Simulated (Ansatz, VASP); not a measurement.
# Mg2WO4 in VASP and in Ansatz

```
Mg W O
1.0
     0.00000    4.01071    4.01071
     4.01071    0.00000    4.01071
     4.01071    4.01071    0.00000
Mg W O
2 1 4
Cartesian
  0.0000 0.0000 0.0000
  2.0054 2.0054 2.0054
  4.0107 4.0107 4.0107
  2.9780 5.0434 2.9780
  5.0434 5.0434 5.0434
  5.0434 2.9780 2.9780
  2.9780 2.9780 5.0434
```

Alike in both runs: functional PBE; k mesh 8 × 8 × 8; occupations gaussian, width 0.1 eV; no spin polarisation.

Ansatz relaxed the structure, and its values are those at the end. VASP's run is a single point on that final structure, the one shown.

|  | VASP | Ansatz |
| --- | --- | --- |
| version | VASP 6.6.1 | Ansatz 0.2.0 |
| potentials or method | VASP PAW PBE potentials, release 64 (Mg, W_sv, O) | scalar-relativistic, plane waves, PAW |
| plane-wave cutoff (eV) | 520 | 420 |
| valence electrons in the cell | 42 | 58 |

|  | VASP | Ansatz | Ansatz less VASP |
| --- | --- | --- | --- |
| gap on the k mesh at the Fermi level (eV) | none | none | - |
| pressure (GPa) | 1.2 | 0.0 | -1.13 |
| rms of the force components (eV/Å) | 0.186 | 0.001 | -0.1853 |

A gap of «none» marks a metal or a gap that the smearing closes. One of these differences is far larger than is usual between the two programs; its cause wasn't traced. The functional is the same, so the differences come from potentials, cutoffs and numerics. The two sets of potentials don't hold the same shells in valence.

The runs have no spin-orbit coupling, so splittings on W are missing.
